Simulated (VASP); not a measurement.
```yaml
crystal:
  lattice:
    - [1.79646, -3.11156, 0.00000]
    - [1.79646, 3.11156, 0.00000]
    - [0.00000, 0.00000, 5.62608]
  atoms:
    - { symbol: Tl, position: [0.33333, 0.66667, 0.25000] }
    - { symbol: Tl, position: [0.66667, 0.33333, 0.75000] }
```

Level of theory: PBE GGA, VASP's PBE PAW potentials (set 64) (plane waves; VASP). Numerical set-up: 520 eV cut-off, Gaussian smearing of 0.050 eV, potentials Tl_d.

Unless said otherwise, spin-orbit coupling is left out, though it shifts the bands of the heavy elements here.

**Question.** Estimate the band gap (along the path) with the smallest direct gap where there is one.

**Answer.** 
```yaml
band gap (along the path): none (metal, semimetal or under 0.01 eV)
```

The compound is Tl in the hcp structure. It was relaxed first, which changed the volume by +10 %.
